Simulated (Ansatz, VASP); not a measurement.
# WS2 (Tungstenite) in two plane-wave programs, part 2 of 2

Wanted: the spread between two codes on one cell, functional and k mesh. The cell is taken from a series of runs on this material, whose earlier steps may have relaxed, scaled, displaced or heated it; both programs get it as it stands.

VASP 6.6.1 and Ansatz 0.2.0.

So far: Starting point; VASP: G0W0 gap, r2SCAN.

### 3. Ansatz: G0W0 gap, r2SCAN

Level of this step: Ansatz beside VASP: Kohn-Sham DFT, plane waves, r2SCAN (Ansatz).

Ansatz runs on its PAW soft_1 files.

The same cell, functional and mesh now go to Ansatz, which takes its cutoff from its data sets.

The input, input.yaml:

```yaml
crystal:
  lattice:
    - [3.1532, 0.0, 0.0]
    - [-1.5766, 2.7307513032, 0.0]
    - [0.0, 0.0, 12.323]
  atoms:
    - { symbol: W, position: [0.3333333333, 0.6666666667, 0.25] }
    - { symbol: W, position: [0.6666666667, 0.3333333333, 0.75] }
    - { symbol: S, position: [0.3333333333, 0.6666666667, 0.6225] }
    - { symbol: S, position: [0.6666666667, 0.3333333333, 0.1225] }
    - { symbol: S, position: [0.3333333333, 0.6666666667, 0.8775] }
    - { symbol: S, position: [0.6666666667, 0.3333333333, 0.3775] }
kpoints:
  mp_grid: { grid: [6, 6, 2] }
hamiltonian:
  xc: r2scan
  pseudopotentials: { kind: paw, azcp: { folder: soft_1 } }
scf:
  occupations: { method: fixed }
gw:
  n_empty_bands: 240
  ecut_chi: 100
  qp_bands: [v2, c2]
  qp_kpoints: band_edges
  screening: { model: contour_deformation }
```

On the command line:

```
$ ansatz run input.yaml --threads 3 --pin off --max-ram 92160MiB --backend cuda --events-out ev --progress --plain --runs-dir out --devices 1 --max-vram 13GiB
```

Numbers of over 12 decimals in the logs are rounded to 6 here.

Output:

```text
GPUs: using 1 of 1 available (devices: 1).
Engine: ansatz 0.2.0, x86_64-unknown-linux-gnu
Pseudopotentials: kind: paw
Pseudopotential: W, paw, valence charge 14, recommended cutoff 500 eV (meta_gga), soft_1/W.paw.azcp
Pseudopotential: S, paw, valence charge 6, recommended cutoff 500 eV (meta_gga), soft_1/S.paw.azcp
Functional definition: r2SCAN
  parameter k0 = 0.174
  parameter k1 = 0.065
  parameter a1 = 4.9479
  exchange = r2scan_x(k0 = k0, k1 = k1, a1 = a1)
  correlation = r2scan_c
device memory: the entry about to start is reckoned to put 1.6 GiB on a device that reports 49.2 GiB free (of which the cap on the GPU budget leaves the run 13.0 GiB)
GPU FFT provider: cuFFT
GPU libraries: cuBLAS 13.8.2, cuFFT 12.4.0, cuSOLVER 12.3.4
Crystal: 6 atoms, lattice volume = 106.108 Å³
Basis set: ecut = 500 eV, 2685 PW (Γ), exchange–correlation on 96×96×360 points (64 copies of the dense FFT grid, shifted against one another)
Bands: 32, of which v1, the nominal top of the filled ones, is band 26 counted from 1 (25 counted from 0)
Symmetry: 24 space group operations
Space group: P63/mmc (ITA 194), of the structure as read, at distance tolerance 4.7e-5 Å
k-points: 14 of 72
Non-local potential: W, projectors of the file, l = 0: 3, l = 1: 2, l = 2: 2, l = 3: 1
Non-local potential: S, projectors of the file, l = 0: 2, l = 1: 2, l = 2: 1
PAW form: soft (Blöchl's): semilocal exchange-correlation on the pseudo side does not see the compensation charge
PAW frozen core: W, regenerated for the run's functional (the file was generated under x = pbe(κ = 0.804, μ = 0.219515), c = pbe(β = 0.066725))
PAW frozen core: S, regenerated for the run's functional (the file was generated under x = pbe(κ = 0.804, μ = 0.219515), c = pbe(β = 0.066725))
PAW one-centre angular grid: W, 590 points (default); XC on 160 Gauss nodes
PAW one-centre angular grid: S, 302 points (default); XC on 160 Gauss nodes
Initial density: superposition of atomic densities (chi_scale 0.1, normalization cell, long waves kept (reshape's long-wave potential 0.03 eV rms))
Initial wavefunctions: pseudopotential atomic-orbital guess
GPU buffer pool allocated for 51840 grid points (all kernels)
GPU transforms: local potential and band sums: pruned to the plane-wave sphere, on 24×24×90
Functional: x = r2scan, c = r2scan; τ floored in thin density (d = 2e-4 eV/Å³)
SCF iter   1: F=—  HF=-24425.387937 eV  |F-HF|=—  |Δ(HF+E_count)|=         —  Δρ=4.04e-2  dr2=2.63e0  dr2_τ=1.52e-1  ethr=3.10e-3  ⟨swp⟩=5.2  Hψ=2035  notcnv=0  defer=28
preconditioner: auto → Resta (q_TF=auto, 2.423 Å⁻¹)  ε∞=6.8  [insulator: Δε(μ)=1.012 eV  Ē_g=8.996 eV  n_scr=26 (ndim 8)  ℏωp=21.6 eV  f_vac=0.001  ε∞_Penn≈6.8]
SCF iter   2: F=—  HF=-24425.242013 eV  |F-HF|=—  |Δ(HF+E_count)|=   1.46e-1  Δρ=2.49e-2  dr2=8.44e-1  dr2_τ=1.14e-2  ethr=3.10e-3  ⟨swp⟩=2.6  Hψ=745  notcnv=0  defer=40
SCF iter   3: F=—  HF=-24425.157119 eV  |F-HF|=—  |Δ(HF+E_count)|=   8.49e-2  Δρ=6.15e-3  dr2=8.10e-2  dr2_τ=1.25e-2  ethr=1.62e-3  ⟨swp⟩=2.4  Hψ=766  notcnv=0  defer=41
SCF iter   4: F=—  HF=-24425.148480 eV  |F-HF|=—  |Δ(HF+E_count)|=   8.64e-3  Δρ=2.66e-3  dr2=7.79e-3  dr2_τ=4.33e-4  ethr=1.56e-4  ⟨swp⟩=2.9  Hψ=704  notcnv=0  defer=52
SCF iter   5: F=—  HF=-24425.149546 eV  |F-HF|=—  |Δ(HF+E_count)|=   1.07e-3  Δρ=5.84e-4  dr2=7.63e-4  dr2_τ=2.83e-5  ethr=1.50e-5  ⟨swp⟩=2.0  Hψ=681  notcnv=0  defer=54
SCF iter   6: F=—  HF=-24425.149500 eV  |F-HF|=—  |Δ(HF+E_count)|=   4.65e-5  Δρ=1.77e-4  dr2=2.98e-5  dr2_τ=1.49e-6  ethr=1.47e-6  ⟨swp⟩=2.0  Hψ=691  notcnv=0  defer=54
SCF iter   7: F=—  HF=-24425.149521 eV  |F-HF|=—  |Δ(HF+E_count)|=   2.12e-5  Δρ=2.92e-5  dr2=1.01e-6  dr2_τ=6.41e-8  ethr=5.74e-8  ⟨swp⟩=2.0  Hψ=662  notcnv=0  defer=37
SCF iter   8: F=-24425.149522 eV  HF=-24425.149522 eV  |F-HF|=2.39e-8  |Δ(HF+E_count)|=   5.48e-7  Δρ=6.41e-6  dr2=3.33e-8  dr2_τ=3.48e-9  ethr=1.92e-10  ⟨swp⟩=7.9  Hψ=1971  notcnv=0
SCF 1 converged in 8 iterations: F = -24425.149522 eV  dr2 = 3.33e-8
  greatest PAW one-centre occupation: 1.000 electrons in one spin orbital (limit 2), on the W atom at site 1 (counted from 0), in its partial waves of l = 0
device memory: the entry about to start is reckoned to put 1.7 GiB (of the 1.8 GiB reckoned in all, the device holds 0.1 GiB already) on a device that reports 51.5 GiB free (of which the cap on the GPU budget leaves the run 12.9 GiB)
NSCF: frozen V_eff on 14 k-points, pencils in batches of 32, up to order 128
the band table was solved once the SCF had ended and its energy, with any forces and stress, was formed, with the checks that follow a solve (1867 applications of the Hamiltonian). They found nothing against the state; the energy, forces and stress were not computed again (output.eigenvalues in the input reference)
device memory: the entry about to start is reckoned to put 2.7 GiB on a device that reports 51.1 GiB free (of which the cap on the GPU budget leaves the run 13.0 GiB)
NSCF: frozen V_eff on 14 k-points
G₀W₀ screening: q 1/14
[... further progress lines ...]
SCF converged after 8 iterations
Free energy (F): -24425.149522 eV
Harris-Foulkes:  -24425.149522 eV  (|F-HF|=2.39e-8)
Internal energy: -24425.149522 eV  (E = F + TS)
E sigma→0 (E₀):  -24425.149522 eV
Fermi energy:    11.597809 eV
--- Per-component energies (eV) ---
  E_band       = -413.781369
  E_kinetic    = 1271.526947
  E_local      = -3398.856862  (includes V_loc(G=0)·N_el)
  E_nonlocal   = 87.699089
  E_hartree    = 1413.316231
  E_xc         = -838.963802
  E_vxc        = -864.798258  (∫ρ·V_xc dr)
  E_paw        = -19683.490946  (= ΣΔE_a)
  E_vpaw       = -379.365697  (= ΣTr[D̂ρ^β])
  E_aug_tail   = 0.000137  (compensation charges beyond the density's cutoff)
  E_vtau       = 43.377422  (kinetic-family band-sum trace: ∫τ·v_τ [+ j·A + Jᵃ·Aᵃ] dr)
  E_ewald      = -3274.764942
  E_core_change = -1.615374  (= ΣΔE_core)
  E_smearing   = -0.000000  (= −TS)
  E_closure    = -0.000000  (closes the sum)
  Σ components = -24425.149522   (vs F -24425.149522, Δ=0.00e0)
--- Band table (eV; the first three rows and the last of 14) ---
  k-point 0: bands = [... 22 lower, 9.2624, 9.9529, 10.3341, 11.5978, 14.0619, 14.0619, 14.0734, 14.0734, ... 2 higher]
  k-point 1: bands = [... 22 lower, 9.2342, 9.2342, 11.2562, 11.2562, 14.0516, 14.0516, 14.0516, 14.0516, ... 2 higher]
  k-point 2: bands = [... 22 lower, 9.1307, 10.0161, 10.2843, 10.7269, 13.3012, 13.7171, 13.9617, 13.9629, ... 2 higher]
  k-point 13: bands = [... 22 lower, 8.3036, 8.3036, 10.8974, 10.8974, 12.9802, 12.9802, 14.3367, 14.3367, ... 2 higher]
--- G₀W₀: contour deformation, 7 samples at zero and on the imaginary axis and 1 off it, 72 q-points, 240 empty bands' worth ---
  eigenvalues of the whole cell's RPA ε∞ on this k-mesh (on a slab, of 1 + 4πα/V) = 5.5244, 13.0406, 13.0406; static W/v taken at q = 0 is 0.080111
  bands read: the sum over 266 bands ends inside a degenerate multiplet in 3 slots, whose members it reads at an even weight; the widest, k=1: bands 265 to 268 (counted from 1) at 2/4 each
  gw.qp_kpoints: band_edges: 10 of 14 stored k-points solved, in 1 pass; an edge of the gap read off the rows below is read off those points alone
    valence top: of the k-points left out ik 6 came nearest to being solved in a further pass, in band 26 (counted from 1, as in the quasiparticle table): it holds the edge there only if its correction is more favourable than any solved in that band by at least 1.606 eV; those differ by 0.050 eV
    conduction bottom: of the k-points left out ik 4 came nearest to being solved in a further pass, in band 27 (counted from 1, as in the quasiparticle table): it holds the edge there only if its correction is more favourable than any solved in that band by at least 0.698 eV; those differ by 0.139 eV
    ik  band        ε_KS         Σx   Σc(E_QP)       V_xc       Z   E_QP_lin       E_QP  E_QP is
     0    25     10.3341   -18.4467     1.1210   -17.3098  0.7602    10.3182    10.3182  root
     0    26     11.5978   -19.6365     0.6395   -19.0513  0.7659    11.6522    11.6522  root
     0    27     14.0619   -13.8189    -4.1647   -18.4926  0.7666    14.5751    14.5709  root
     0    28     14.0619   -13.8189    -4.1647   -18.4926  0.7666    14.5751    14.5709  root
     1    25     11.2562   -19.3214     0.8895   -18.4541  0.7662    11.2783    11.2783  root
     1    26     11.2562   -19.3214     0.8895   -18.4541  0.7662    11.2783    11.2783  root
     1    27     14.0516   -13.7864    -4.1306   -18.4165  0.7656    14.5552    14.5511  root
     1    28     14.0516   -13.7864    -4.1306   -18.4165  0.7656    14.5552    14.5511  root
     2    25     10.2843   -19.0066     1.2043   -17.8131  0.7596    10.2950    10.2950  root
     2    26     10.7269   -19.2928     1.0250   -18.2931  0.7635    10.7522    10.7522  root
     2    27     13.3012   -13.4166    -3.8195   -17.6224  0.7684    13.6896    13.6875  root
     2    28     13.7171   -14.1484    -3.8782   -18.4793  0.7600    14.1733    14.1698  root
     3    25     10.6501   -19.3241     1.1383   -18.2010  0.7631    10.6654    10.6654  root
     3    26     10.6501   -19.3241     1.1383   -18.2010  0.7631    10.6654    10.6654  root
     3    27     13.5907   -13.7548    -3.9332   -18.1043  0.7648    14.0098    14.0070  root
     3    28     13.5907   -13.7548    -3.9332   -18.1043  0.7648    14.0098    14.0070  root
     8    25      9.9856   -19.6265     1.3904   -18.2620  0.7572    10.0115    10.0115  root
     8    26     10.0132   -19.6721     1.3619   -18.3450  0.7566    10.0480    10.0480  root
     8    27     12.6843   -13.1155    -3.6300   -17.1159  0.7761    13.0563    13.0547  root
     8    28     13.5490   -14.2972    -4.0502   -18.8079  0.7625    14.0130    14.0094  root
     9    25     10.0052   -19.6564     1.3745   -18.3120  0.7570    10.0352    10.0353  root
     9    26     10.0052   -19.6564     1.3745   -18.3120  0.7570    10.0352    10.0353  root
     9    27     13.0917   -13.6398    -3.8073   -17.8601  0.7716    13.5071    13.5047  root
     9    28     13.0917   -13.6398    -3.8073   -17.8601  0.7716    13.5071    13.5047  root
[...]
12    25     10.8049   -18.7813     0.7116   -18.0953  0.7683    10.8305    10.8305  root
    12    26     11.0125   -19.2641     0.6337   -18.6895  0.7682    11.0715    11.0715  root
    12    27     12.9802   -15.9522    -3.7319   -20.1702  0.7662    13.4693    13.4662  root
    12    28     12.9802   -15.9522    -3.7319   -20.1702  0.7662    13.4693    13.4662  root
    13    25     10.8974   -18.9647     0.6686   -18.3366  0.7684    10.9380    10.9380  root
    13    26     10.8974   -18.9647     0.6686   -18.3366  0.7684    10.9380    10.9380  root
    13    27     12.9802   -15.9552    -3.7318   -20.1731  0.7662    13.4695    13.4664  root
    13    28     12.9802   -15.9552    -3.7318   -20.1731  0.7662    13.4695    13.4664  root
```

### 4. Differences

Known differences besides the potentials themselves: VASP keeps PBE cores, Ansatz makes them for the functional; fixed occupations in Ansatz, narrow Gaussian smearing in VASP; the cutoff is 500 eV in Ansatz and 340 eV in VASP; Ansatz integrates over frequency by contour deformation, VASP on a grid of NOMEGA points; Ansatz's G0W0 levels solve the quasiparticle equation, VASP's are linearised. Total energies have different zeros and are not compared.

The two programs side by side:

| quantity | Ansatz | VASP | difference |
| --- | --- | --- | --- |
| G0W0 gap on the mesh (eV) | 1.40 | 1.50 | -0.09 |
| Kohn-Sham gap under it (eV) | 1.09 | 1.09 | 0.00 |

VASP's log warns that its frequency grid doesn't suit quasiparticle energies on this mesh.

### 5. Summary of results

```yaml
difference_in_g0w0_gap_on_the_mesh_g0w0_gap_r2scan: -0.093 eV
```

In words: The difference in G0W0 gap on the mesh is -0.093 eV (G0W0 gap, r2SCAN). How closely two codes agree says nothing of how well the functional describes the real material.

[Lines on the potential files, build, host, timing and source positions are cut from VASP's logs without a mark.]

[Logs are printed without paths, hosts, clocks, repeated set-up lines and the standing remarks that a program may print on its own settings, such as how far it seeks lower states.]

[Hosts, paths, dates, database ids (printed as entryN), source tags and the programs' standing remarks are cut or masked in the printed files.]
